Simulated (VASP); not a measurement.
Output of a VASP run:

**OSZICAR**
```
       N       E                     dE             d eps       ncg     rms          rms(c)
DAV:   1     0.333697855612E+02    0.33370E+02   -0.50657E+03  1512   0.121E+03
DAV:   2    -0.123763722651E+02   -0.45746E+02   -0.44262E+02  1520   0.181E+02
DAV:   3    -0.136271319380E+02   -0.12508E+01   -0.12287E+01  1802   0.403E+01
DAV:   4    -0.136500969332E+02   -0.22965E-01   -0.22945E-01  1929   0.488E+00
DAV:   5    -0.136505765086E+02   -0.47958E-03   -0.47955E-03  1825   0.616E-01    0.132E+01
DAV:   6    -0.164285423965E+02   -0.27780E+01   -0.82775E+01  1724   0.137E+02    0.206E+01
DAV:   7    -0.117931011851E+02    0.46354E+01   -0.42452E+01  1656   0.860E+01    0.257E+00
DAV:   8    -0.117758220042E+02    0.17279E-01   -0.22071E-01  1592   0.535E+00    0.160E+00
DAV:   9    -0.117631265913E+02    0.12695E-01   -0.46892E-02  1828   0.340E+00    0.369E-01
DAV:  10    -0.117627468857E+02    0.37971E-03   -0.11547E-03  2029   0.442E-01    0.165E-01
DAV:  11    -0.117627323608E+02    0.14525E-04   -0.22073E-05  1613   0.511E-02    0.133E-02
DAV:  12    -0.117627312826E+02    0.10782E-05   -0.63086E-06  2128   0.320E-02    0.515E-03
DAV:  13    -0.117627310979E+02    0.18471E-06   -0.21715E-07   885   0.474E-03    0.118E-03
DAV:  14    -0.117627310866E+02    0.11281E-07   -0.51565E-08   787   0.227E-03
   1 F= -.11762731E+02 E0= -.11762391E+02  d E =-.101968E-02
```

### OUTCAR
```
------------------------ aborting loop because EDIFF is reached ----------------------------------------
  FORCE on cell =-STRESS in cart. coord.  units (eV):
  Direction    XX          YY          ZZ          XY          YZ          ZX
  --------------------------------------------------------------------------------------
  Total       -1.3880350     -1.3880350     -1.3880350     -0.0000000     -0.0000000      0.0000000
  in kB      -86.9924965    -86.9924965    -86.9924965     -0.0000000     -0.0000000      0.0000000
  external PRESSURE =     -86.9924965 kB  Pullay stress =       0.0000000 kB
  volume of cell :       25.56
      direct lattice vectors                 reciprocal lattice vectors
     2.945843944  0.000000000  0.000000000     0.339461295  0.000000000  0.000000000
     0.000000000  2.945843944  0.000000000     0.000000000  0.339461295  0.000000000
     0.000000000  0.000000000  2.945843944     0.000000000  0.000000000  0.339461295
 POSITION                                       TOTAL-FORCE (eV/Angst)
 -----------------------------------------------------------------------------------
      1.47292      1.47292      1.47292         0.000000      0.000000      0.000000
      0.00000      0.00000      0.00000         0.000000      0.000000      0.000000
 -----------------------------------------------------------------------------------
    total drift:                                0.000000      0.000000      0.000000
  FREE ENERGIE OF THE ION-ELECTRON SYSTEM (eV)
  ---------------------------------------------------
  free  energy   TOTEN  =       -11.7627310866 eV

  energy  without entropy=      -11.7617114056  energy(sigma->0) =      -11.76239119
```
(Selected blocks of OUTCAR.)

### POSCAR
```
FeAl
1
    2.9458439438     0.0000000000     0.0000000000
    0.0000000000     2.9458439438     0.0000000000
    0.0000000000     0.0000000000     2.9458439438
Al Fe
1 1
Direct
  0.5000000000   0.5000000000   0.5000000000
  0.0000000000   0.0000000000   0.0000000000
```

**Question.** Reconstruct the remaining input files.

**Answer.** Several could match; the one computed here: the input of the run itself, RPBE GGA, plane waves, VASP's PBE PAW potentials (set 64).

INCAR:
```
SYSTEM = FeAl
PREC = Accurate; ENCUT = 520; LREAL = .FALSE.
LASPH = .TRUE.
EDIFF = 1E-7; NELM = 100; ALGO = Normal
LMAXMIX = 4
ISMEAR = 1; SIGMA = 0.1
GGA = RP
ISIF = 2
LWAVE = .FALSE.; LCHARG = .FALSE.
```

### KPOINTS
```
Automatic mesh
0
Gamma
13 13 13
0 0 0
```

POTCAR, in this order: Al Fe (PBE.64 set). Program: vasp_std.

The compound is FeAl in the CsCl type structure. This cell is one point of a volume scan, at 1.06 of the reference volume. The run is not spin-polarised, so no magnetic state was tried. The electron count is odd and the run is not spin-polarised, which forces a metal.
